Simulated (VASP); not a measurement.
Given:

```
AlCo
1.0
    2.82192     0.00000     0.00000
    0.00000     2.82192     0.00000
    0.00000     0.00000     2.82192
Al Co
1 1
Cartesian
  1.41096   1.41096   1.41096
  0.00000   0.00000   0.00000
```

Method: PBEsol GGA, VASP's PBE PAW potentials (set 64) (plane waves; VASP). Run with 400 eV cut-off, Gaussian smearing of 0.050 eV, potentials Al Co.

Estimate the band gap (along the path) with the smallest direct gap where there is one.

- band gap (along the path) = none (metal, semimetal or under 0.01 eV)

The absolute energy has meaning only against runs of the same code, potentials and settings.

The compound is CoAl in the CsCl type structure. It was relaxed first. The run is not spin-polarised, so no magnetic state was tried.
